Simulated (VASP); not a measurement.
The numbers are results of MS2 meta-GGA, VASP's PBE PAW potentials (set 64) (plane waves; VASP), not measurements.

A VASP calculation is set up with these files.

KPOINTS:
```
K-points
0
G
  11 11 11
0 0 0
```

### POSCAR
```
Ca
1
    0.0000000000     2.7143821419     2.7143821419
    2.7143821419     0.0000000000     2.7143821419
    2.7143821419     2.7143821419     0.0000000000
Ca
1
Direct
  0.0000000000   0.0000000000   0.0000000000
```

**INCAR**
```
ALGO  =  Normal
EDIFF  =  1E-7
ENCUT  =  520
ISIF  =  2
ISMEAR  =  1
LASPH  =  .TRUE.
LCHARG  =  .FALSE.
LMIXTAU  =  .TRUE.
LREAL  =  .FALSE.
LWAVE  =  .FALSE.
METAGGA  =  MS2
NELM  =  100
PREC  =  Accurate
SIGMA  =  0.1
SYSTEM  =  Ca
```

POTCAR, in this order: Ca_sv (PBE.64 set). Program: vasp_std.

What VASP printed:

OUTCAR:
```
 ion  position               nearest neighbor table
   1  0.000  0.000  0.000-
  LATTYP: Found a face centered cubic cell.
 ALAT       =     5.4287642838
 Subroutine PRICEL returns:
 Original cell was already a primitive cell.
 Subroutine GETGRP returns: Found 48 space group operations
The static configuration has the point symmetry O_h .
The dynamic configuration has the point symmetry O_h .
 Subroutine INISYM returns: Found 48 space group operations
 Subroutine IBZKPT returns following result:
 Found     56 irreducible k-points:

 Following reciprocal coordinates:
            Coordinates               Weight
  0.000000  0.000000  0.000000      1.000000
  0.090909  0.000000  0.000000      8.000000
  0.181818  0.000000  0.000000      8.000000
  0.272727  0.000000  0.000000      8.000000
  0.363636  0.000000  0.000000      8.000000
  0.454545  0.000000  0.000000      8.000000
  0.090909  0.090909  0.000000      6.000000
  0.181818  0.090909  0.000000     24.000000
  0.272727  0.090909  0.000000     24.000000
  0.363636  0.090909  0.000000     24.000000
  0.454545  0.090909  0.000000     24.000000
 -0.454545  0.090909  0.000000     24.000000
 -0.363636  0.090909  0.000000     24.000000
 -0.272727  0.090909  0.000000     24.000000
 -0.181818  0.090909  0.000000     24.000000
 -0.090909  0.090909  0.000000     12.000000
  0.181818  0.181818  0.000000      6.000000
  0.272727  0.181818  0.000000     24.000000
  0.363636  0.181818  0.000000     24.000000
  0.454545  0.181818  0.000000     24.000000
 -0.454545  0.181818  0.000000     24.000000
 -0.363636  0.181818  0.000000     24.000000
 -0.272727  0.181818  0.000000     24.000000
 -0.181818  0.181818  0.000000     12.000000
  0.272727  0.272727  0.000000      6.000000
  0.363636  0.272727  0.000000     24.000000
  0.454545  0.272727  0.000000     24.000000
 -0.454545  0.272727  0.000000     24.000000
 -0.363636  0.272727  0.000000     24.000000
 -0.272727  0.272727  0.000000     12.000000
  0.363636  0.363636  0.000000      6.000000
  0.454545  0.363636  0.000000     24.000000
 -0.454545  0.363636  0.000000     24.000000
 -0.363636  0.363636  0.000000     12.000000
  0.454545  0.454545  0.000000      6.000000
 -0.454545  0.454545  0.000000     12.000000
  0.272727  0.181818  0.090909     24.000000
  0.363636  0.181818  0.090909     48.000000
  0.454545  0.181818  0.090909     48.000000
 -0.454545  0.181818  0.090909     48.000000
   k-points           NKPTS =     56   k-points in BZ     NKDIM =     56   number of bands    NBANDS=      9
   number of dos      NEDOS =    301   number of ions     NIONS =      1
   total plane-waves  NPLWV =  27000
   dimension x,y,z NGX =    30 NGY =   30 NGZ =   30
   dimension x,y,z NGXF=    60 NGYF=   60 NGZF=   60
   ions per type =               1
   PREC   = accura    normal or accurate (medium, high low for compatibility)
   ISTART =      0    job   : 0-new  1-cont  2-samecut
   ICHARG =      2    charge: 1-file 2-atom 10-const
   ISPIN  =      1    spin polarized calculation?
   LNONCOLLINEAR =      F non collinear calculations
   LSORBIT =      F    spin-orbit coupling
   INIWAV =      1    electr: 0-lowe 1-rand  2-diag
   ENCUT  =  520.0 eV  38.22 Ry    6.18 a.u.   7.14  7.14  7.14*2*pi/ulx,y,z
   NELM   =    100;   NELMIN=  2; NELMDL= -5     # of ELM steps
   EDIFF  = 0.1E-06   stopping-criterion for ELM
   LREAL  =      F    real-space projection
   NLSPLINE    = F    spline interpolate recip. space projectors
   LMAXMIX     =    2 max onsite mixed and CHGCAR
   VOSKOWN=      0    Vosko Wilk Nusair interpolation
...
```

File OSZICAR:
```
       N       E                     dE             d eps       ncg     rms          rms(c)
DAV:   1     0.577886050222E+02    0.57789E+02   -0.49726E+03  1008   0.975E+02
DAV:   2    -0.956190788589E+01   -0.67351E+02   -0.67009E+02  1039   0.238E+02
DAV:   3    -0.119346176412E+02   -0.23727E+01   -0.22930E+01  1818   0.393E+01
DAV:   4    -0.120110189064E+02   -0.76401E-01   -0.76345E-01  1331   0.457E+00
DAV:   5    -0.120140233246E+02   -0.30044E-02   -0.29984E-02  1760   0.547E-01    0.101E+01
DAV:   6    -0.349189322034E+01    0.85221E+01   -0.27740E+00  1599   0.179E+01    0.126E+01
DAV:   7    -0.106457430429E+01    0.24273E+01   -0.89935E+01  1470   0.543E+01    0.136E+01
DAV:   8    -0.746083427543E+01   -0.63963E+01   -0.41110E+00  1172   0.207E+01    0.349E+01
DAV:   9    -0.963237753267E+01   -0.21715E+01   -0.15760E+01  1098   0.583E+01    0.307E+01
DAV:  10    -0.791254832283E+01    0.17198E+01   -0.23850E+00  1033   0.219E+01    0.140E+01
DAV:  11    -0.103553834586E+02   -0.24428E+01   -0.17512E+00  1020   0.203E+01    0.287E+01
DAV:  12    -0.838027950187E+01    0.19751E+01   -0.34098E-01  1068   0.930E+00    0.203E+01
DAV:  13    -0.701874617750E+01    0.13615E+01   -0.25010E+00  1781   0.174E+01    0.243E+00
DAV:  14    -0.702168599602E+01   -0.29398E-02   -0.19810E-01  1065   0.494E+00    0.403E+00
DAV:  15    -0.714449819175E+01   -0.12281E+00   -0.20610E-01  1011   0.591E+00    0.195E+00
DAV:  16    -0.700884937724E+01    0.13565E+00   -0.18262E-01  1010   0.367E+00    0.286E+00
DAV:  17    -0.714945127628E+01   -0.14060E+00   -0.97416E-02  1528   0.310E+00    0.206E+00
DAV:  18    -0.724901399670E+01   -0.99563E-01   -0.11403E-01  1519   0.266E+00    0.147E+00
DAV:  19    -0.724798581958E+01    0.10282E-02   -0.67294E-04  1282   0.211E-01    0.149E+00
DAV:  20    -0.724578736897E+01    0.21985E-02   -0.14399E-04  1524   0.109E-01    0.153E+00
DAV:  21    -0.724614213382E+01   -0.35476E-03   -0.16223E-04  1273   0.112E-01    0.153E+00
DAV:  22    -0.724641378135E+01   -0.27165E-03   -0.13256E-04  1097   0.142E-01    0.157E+00
DAV:  23    -0.724521885769E+01    0.11949E-02   -0.44968E-05  1323   0.929E-02    0.155E+00
DAV:  24    -0.724836596245E+01   -0.31471E-02   -0.25388E-04  1041   0.211E-01    0.147E+00
DAV:  25    -0.728140658739E+01   -0.33041E-01   -0.42730E-02  1351   0.203E+00    0.679E-01
DAV:  26    -0.729189731811E+01   -0.10491E-01   -0.12897E-02  1404   0.811E-01    0.357E-01
DAV:  27    -0.729340012224E+01   -0.15028E-02   -0.11970E-03  1232   0.194E-01    0.323E-01
DAV:  28    -0.729259392389E+01    0.80620E-03   -0.11290E-04  1146   0.122E-01    0.359E-01
DAV:  29    -0.729118176660E+01    0.14122E-02   -0.55582E-04  1043   0.102E-01    0.382E-01
DAV:  30    -0.729060181495E+01    0.57995E-03   -0.13959E-04  1475   0.105E-01    0.399E-01
DAV:  31    -0.728770465923E+01    0.28972E-02   -0.10237E-03  1330   0.243E-01    0.498E-01
DAV:  32    -0.729986194192E+01   -0.12157E-01   -0.30841E-02  1015   0.880E-01    0.285E-01
DAV:  33    -0.729982747215E+01    0.34470E-04   -0.17903E-03  1386   0.311E-01    0.361E-01
DAV:  34    -0.730795709582E+01   -0.81296E-02   -0.26321E-02  1030   0.991E-01    0.929E-02
DAV:  35    -0.730976725388E+01   -0.18102E-02   -0.44593E-03  1599   0.417E-01    0.113E-01
DAV:  36    -0.731083913237E+01   -0.10719E-02   -0.12710E-03  1033   0.247E-01    0.728E-02
DAV:  37    -0.731075600416E+01    0.83128E-04   -0.64972E-05  1807   0.461E-02    0.731E-02
DAV:  38    -0.731015544109E+01    0.60056E-03   -0.32533E-04  1020   0.115E-01    0.869E-02
DAV:  39    -0.731007749742E+01    0.77944E-04   -0.10116E-04  1014   0.109E-01    0.538E-02
DAV:  40    -0.731014713432E+01   -0.69637E-04   -0.44317E-06  1257   0.168E-02    0.538E-02
DAV:  41    -0.730955875461E+01    0.58838E-03   -0.22569E-04  1014   0.162E-01    0.679E-02
DAV:  42    -0.731129154995E+01   -0.17328E-02   -0.24455E-03  1014   0.373E-01    0.574E-02
DAV:  43    -0.731336120113E+01   -0.20697E-02   -0.76388E-03  1021   0.818E-01    0.321E-02
DAV:  44    -0.731352662268E+01   -0.16542E-03   -0.34126E-04  1506   0.176E-01    0.379E-02
DAV:  45    -0.731320811966E+01    0.31850E-03   -0.48227E-04  1018   0.249E-01    0.261E-02
DAV:  46    -0.731295052797E+01    0.25759E-03   -0.10270E-03  1012   0.338E-01    0.426E-02
DAV:  47    -0.731325906651E+01   -0.30854E-03   -0.12310E-04  1050   0.129E-01    0.116E-02
DAV:  48    -0.731334261445E+01   -0.83548E-04   -0.72207E-05  1045   0.874E-02    0.139E-02
DAV:  49    -0.731333665581E+01    0.59586E-05   -0.12640E-05  1267   0.404E-02    0.880E-03
DAV:  50    -0.731334573059E+01   -0.90748E-05   -0.27415E-06  1311   0.203E-02    0.974E-03
DAV:  51    -0.731329005693E+01    0.55674E-04   -0.39767E-06  1031   0.225E-02    0.184E-03
DAV:  52    -0.731329552328E+01   -0.54663E-05   -0.12690E-06  1032   0.121E-02    0.195E-03
DAV:  53    -0.731328659447E+01    0.89288E-05   -0.26411E-07  1350   0.448E-03    0.846E-04
DAV:  54    -0.731328420367E+01    0.23908E-05   -0.36114E-07  1049   0.627E-03    0.862E-04
DAV:  55    -0.731328180568E+01    0.23980E-05   -0.38246E-07  1034   0.676E-03    0.257E-04
DAV:  56    -0.731328234867E+01   -0.54299E-06   -0.32565E-08   664   0.171E-03    0.435E-04
DAV:  57    -0.731328132514E+01    0.10235E-05   -0.62033E-09   534   0.849E-04    0.258E-04
DAV:  58    -0.731328024245E+01    0.10827E-05   -0.42259E-09   534   0.553E-04    0.124E-04
DAV:  59    -0.731327994790E+01    0.29455E-06   -0.21923E-09   534   0.450E-04    0.104E-04
DAV:  60    -0.731327906457E+01    0.88333E-06   -0.17167E-09   534   0.368E-04    0.144E-05
DAV:  61    -0.731327905665E+01    0.79152E-08   -0.10346E-09   534   0.287E-04
   1 F= -.73132791E+01 E0= -.73133935E+01  d E =0.343269E-03
```

### OUTCAR
```
------------------------ aborting loop because EDIFF is reached ----------------------------------------
  FORCE on cell =-STRESS in cart. coord.  units (eV):
  Direction    XX          YY          ZZ          XY          YZ          ZX
  --------------------------------------------------------------------------------------
  Total        0.2981533      0.2981533      0.2981533      0.0000000      0.0000000      0.0000000
  in kB       11.9428310     11.9428310     11.9428310      0.0000000      0.0000000      0.0000000
  external PRESSURE =      11.9428310 kB  Pullay stress =       0.0000000 kB
  volume of cell :       40.00
      direct lattice vectors                 reciprocal lattice vectors
     0.000000000  2.714382142  2.714382142    -0.184203982  0.184203982  0.184203982
     2.714382142  0.000000000  2.714382142     0.184203982 -0.184203982  0.184203982
     2.714382142  2.714382142  0.000000000     0.184203982  0.184203982 -0.184203982
 POSITION                                       TOTAL-FORCE (eV/Angst)
 -----------------------------------------------------------------------------------
      0.00000      0.00000      0.00000        -0.000000     -0.000000     -0.000000
 -----------------------------------------------------------------------------------
    total drift:                               -0.000000     -0.000000     -0.000000
  FREE ENERGIE OF THE ION-ELECTRON SYSTEM (eV)
  ---------------------------------------------------
  free  energy   TOTEN  =        -7.3132790567 eV

  energy  without entropy=       -7.3136223261  energy(sigma->0) =       -7.31339348
```
(Selected blocks of OUTCAR.)

The compound is Ca in the fcc structure. This cell is one point of a volume scan, at 0.94 of the reference volume.
